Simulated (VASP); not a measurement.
Input:

```xyz
2
Lattice="1.7835 -3.0890 0.0000 1.7835 3.0890 0.0000 0.0000 0.0000 5.5146" Properties=species:S:1:pos:R:3 pbc="T T T"
Dy     1.7835     1.0297     1.3787
Dy     1.7835    -1.0297     4.1360
```

The numbers are results of PBE GGA with D3 dispersion (Becke-Johnson damping), VASP's PBE PAW potentials (set 64) (plane waves; VASP 6.6.1), not measurements. Settings: 520 eV cut-off, 13×13×8 Γ-centred mesh, tetrahedra with Blöchl corrections, potentials Dy_3.

The 4f electrons are frozen in the core of the lanthanide potential, so 4f levels, which can set the real gap, and their magnetism are missing.

Task: Estimate the energy per atom (σ→0), band gap (on the k-mesh) with the smallest direct gap where there is one.

Result: 
```
Property                                                    Result
------------------------  ----------------------------------------
band gap (on the k-mesh)  none (metal, semimetal or under 0.01 eV)
energy per atom (σ→0)                               -4.934 eV/atom
```

The absolute energy has meaning only against runs of the same code, potentials and settings.

The compound is Dy in the hcp structure. It was relaxed first.
